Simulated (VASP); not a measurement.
VASP ran on this input.

File KPOINTS:
```
Automatic mesh
0
Gamma
16 16 16
0 0 0
```

**POSCAR**
```
Ir
1
    0.0000000000     1.9195927862     1.9195927862
    1.9195927862    -0.0000000000     1.9195927862
    1.9195927862     1.9195927862     0.0000000000
Ir
1
Direct
  0.0000000000   0.0000000000   0.0000000000
```

INCAR:
```
SYSTEM = Ir
PREC = Accurate; ENCUT = 500; LREAL = F
LASPH = T
EDIFF = 1E-6; NELM = 100; ALGO = Normal
LMAXMIX = 6
ISMEAR = 1; SIGMA = 0.1
GGA = PE
IBRION = 2; NSW = 40; ISIF = 3
EDIFFG = -0.02; PSTRESS = 100
LWAVE = F; LCHARG = F
```

POTCAR, in this order: Ir (PBE.64 set). Program: vasp_std.

**Question.** Translate this PBE calculation to Ansatz.

**Answer.** One equivalent input (not run):
Ansatz 0.2 input:
```yaml
crystal:
  lattice:
    - [0.0000000, 1.9195928, 1.9195928]
    - [1.9195928, 0.0000000, 1.9195928]
    - [1.9195928, 1.9195928, 0.0000000]
  atoms:
    - { symbol: Ir, position: [0.0000000, 0.0000000, 0.0000000] }
kpoints:
  mp_grid: { grid: [16, 16, 16] }
hamiltonian:
  xc: pbe
  pseudopotentials: { kind: paw }
scf:
  occupations: { method: methfessel_paxton, width: 0.1 }
  max_iter: 100
relax:
  max_steps: 40
  f_tol: 0.02
  cell: { p_target: 10 }
output: { forces: true, stress: true, eigenvalues: true }
```
The two are equivalent in intent, not identical: each code has its own PAW files, so the cut-off isn't converted (ENCUT is set for VASP's; basis.ecutwfc is left out, and Ansatz then takes the one that its files recommend); Ansatz stops its SCF on the density residual and VASP on the energy change (EDIFF).

The compound is Ir in the fcc structure. It was relaxed first under an external pressure of 10 GPa.
